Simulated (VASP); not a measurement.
A convergence study with VASP on GaSb (zinc blende): a few settings are varied, all else stays as given below, so the limit is that of these other settings. The cell's lengths are 1 % over those of the tabulated start and one atom is moved, so it is off equilibrium.

```yaml
crystal:
  lattice:
    - [0.00000, 3.08050, 3.08050]
    - [3.08050, 0.00000, 3.08050]
    - [3.08050, 3.08050, 0.00000]
  atoms:
    - { symbol: Ga, position: [0.00000, 0.00000, 0.00000] }
    - { symbol: Sb, position: [0.24016, 0.25984, 0.25984] }
```

Calculation: LDA (Ceperley-Alder, Perdew-Zunger), VASP's LDA PAW potentials (set 64) (plane waves; VASP 6.6.1). The last row used: 550 eV cut-off, 6×6×6 Γ-centred mesh, Gaussian smearing of 0.050 eV, potentials Ga_d Sb.

```
setting                      E (eV/atom)  pressure (GPa)  electronic steps
---------------------------  -----------  --------------  ----------------
ALGO = Normal, EDIFF = 1E-2      -4.3023           -3.36                 8
ALGO = Normal, EDIFF = 1E-3      -4.3023           -3.05                 8
ALGO = Normal, EDIFF = 1E-4      -4.3024           -2.27                 9
ALGO = Normal, EDIFF = 1E-5      -4.3024           -2.25                10
ALGO = Normal, EDIFF = 1E-6      -4.3024           -2.39                12
ALGO = Normal, EDIFF = 1E-7      -4.3024           -2.39                12
ALGO = Normal, EDIFF = 1E-8      -4.3024           -2.37                14
ALGO = Normal, EDIFF = 1E-9      -4.3024           -2.37                14
ALGO = Fast, EDIFF = 1E-2        -4.3022           -3.67                 8
ALGO = Fast, EDIFF = 1E-3        -4.3024           -2.14                 9
ALGO = Fast, EDIFF = 1E-4        -4.3024           -2.43                10
ALGO = Fast, EDIFF = 1E-5        -4.3024           -2.30                11
ALGO = Fast, EDIFF = 1E-6        -4.3024           -2.37                13
ALGO = Fast, EDIFF = 1E-7        -4.3024           -2.39                14
ALGO = Fast, EDIFF = 1E-8        -4.3024           -2.37                16
ALGO = Fast, EDIFF = 1E-9        -4.3024           -2.37                17
ALGO = All, EDIFF = 1E-2         -4.3019           -1.82                 9
ALGO = All, EDIFF = 1E-3         -4.3023           -2.60                10
ALGO = All, EDIFF = 1E-4         -4.3024           -2.42                12
ALGO = All, EDIFF = 1E-5         -4.3024           -2.36                14
ALGO = All, EDIFF = 1E-6         -4.3024           -2.38                15
ALGO = All, EDIFF = 1E-7         -4.3024           -2.37                17
ALGO = All, EDIFF = 1E-8         -4.3024           -2.37                19
ALGO = All, EDIFF = 1E-9         -4.3024           -2.37                21
```

Left out are rungs that failed or repeat a setting and relaxations that didn't move; long series are thinned to 24 rows.

The compound is GaSb in the zinc blende structure. The cell was not relaxed at this level, it is distorted from the ideal structure.
